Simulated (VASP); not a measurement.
## K2F: single point with PBE

K2F:

```
K F
1.0
     5.22112    0.00000    0.00000
     0.00000    5.22112    0.00000
     0.00000    0.00000    4.51030
K F
2 1
Direct
  0.50000 0.00000 0.50000
  0.00000 0.50000 0.50000
  0.00000 0.00000 0.50000
```

The cell was built by a generator and needn't be a form met in nature.

The cell isn't the ideal one: random cell by space group and Wyckoff sites (P4/mmm, No. 123).

```yaml
Program: VASP 6.6.1
Task: single point
Functional: PBE
Potentials_or_basis: VASP PAW PBE potentials, release 64 (K_sv, F)
Cutoff: 520 eV
k_mesh: 4 × 4 × 4
Occupations: gaussian, width 0.1 eV
Spin: no spin polarisation
Dipole_correction: no
Further_INCAR_settings: ALGO = Normal; EDIFF = 1e-06; NBANDS = 20
```

| Item | Value |
| --- | --- |
| Pressure | 0.1 GPa |
| Band gap on the k mesh | none (metal or under the smearing width) |

Stress tensor (GPa, compression positive):
```
0.20 0.00 0.00
0.00 0.20 0.00
0.00 0.00 0.03
```

Levels at points of the mesh, in eV from the Fermi level:
```
           k point  band 10  band 11  band 12  band 13  band 14  band 15
(0.00, 0.00, 0.00)    -4.48    -4.48    -4.38    -1.47     2.32     3.56
(0.50, 0.00, 0.00)    -4.93    -4.51    -4.42    -0.36     0.75     3.34
(0.50, 0.50, 0.00)    -4.96    -4.96    -4.46     0.75     1.38     1.38
(0.00, 0.00, 0.50)    -4.54    -4.46    -4.46     0.47     0.65     3.16
(0.50, 0.00, 0.50)    -4.90    -4.58    -4.49     0.93     1.52     2.24
(0.50, 0.50, 0.50)    -4.94    -4.94    -4.62     1.13     2.63     3.08
```

It took 44 s on 1 thread of AMD EPYC 7R13 Processor (Zen 3) (shared host), peak memory 0.2 GiB.

Caveat: an odd number of electrons without spin polarisation forces a metal; a magnetic or distorted state may lie lower.
